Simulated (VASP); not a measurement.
Set up this calculation in VASP 6.6.1, as the native input.

```yaml
Task: single point
Functional: HSE06
Potentials_or_basis: VASP PAW PBE potentials, release 64 (Ge_d)
Cutoff: 520 eV
k_mesh: 5 × 5 × 5
Occupations: fermi-dirac, width 0.05 eV
Spin: no spin polarisation
Grid_for_exact_exchange_PRECFOCK: Fast
Screening_parameter: 0.2 1/A
Further_INCAR_settings: ALGO = Normal; EDIFF = 1e-06
```

Crystal: Ge.

```
Ge
1.0
     0.00000    2.82891    2.82891
     2.82891    0.00000    2.82891
     2.82891    2.82891    0.00000
Ge
2
Direct
  0.00000 0.00000 0.00000
  0.25000 0.25000 0.25000
```

These files were run (other wordings do the same):

POSCAR

```
Ge
1.0
    0.0000000000      2.8289100000      2.8289100000
    2.8289100000      0.0000000000      2.8289100000
    2.8289100000      2.8289100000      0.0000000000
Ge
2
Direct
    0.0000000000      0.0000000000      0.0000000000
    0.2500000000      0.2500000000      0.2500000000
```

INCAR.step1

```
  ALGO = Normal
  EDIFF = 1E-5
  ENCUT = 520
  GGA = PE
  ISIF = 2
  ISMEAR = -1
  KPAR = 4
  LASPH = True
  LCHARG = False
  LREAL = False
  LWAVE = True
  NELM = 60
  PREC = Accurate
  SIGMA = 0.05
```

INCAR.step2

```
  ALGO = Normal
  EDIFF = 1E-6
  ENCUT = 520
  GGA = PE
  HFSCREEN = 0.2
  ISIF = 2
  ISMEAR = -1
  ISTART = 1
  KPAR = 4
  LASPH = True
  LCHARG = False
  LHFCALC = True
  LREAL = False
  LWAVE = False
  NELM = 60
  PREC = Accurate
  PRECFOCK = Fast
  SIGMA = 0.05
```

KPOINTS

```
k-points
0
Gamma
  5 5 5
```

Potentials or basis: VASP PAW PBE potentials, release 64 (Ge_d).

Command:

```console
$ cat potpaw_PBE.64/Ge_d/POTCAR > POTCAR
$ cp INCAR.step1 INCAR
$ mpirun -np 4 vasp_std > vasp.out
$ cp INCAR.step2 INCAR
$ mpirun -np 4 vasp_std > vasp.out
```

Results of the run:

- Pressure: 1.0 GPa
- Band gap on the k mesh: 0.93 eV, direct

Caveat: the PAW data sets were made with another functional, which shifts forces and pressure a little; an odd mesh through Γ misses points on the zone boundary, where band edges often lie.

It took 3.9 min on 4 MPI ranks on Intel(R) Xeon(R) Platinum 8488C (Sapphire Rapids), on a shared host, peak memory 0.25 GiB a rank.
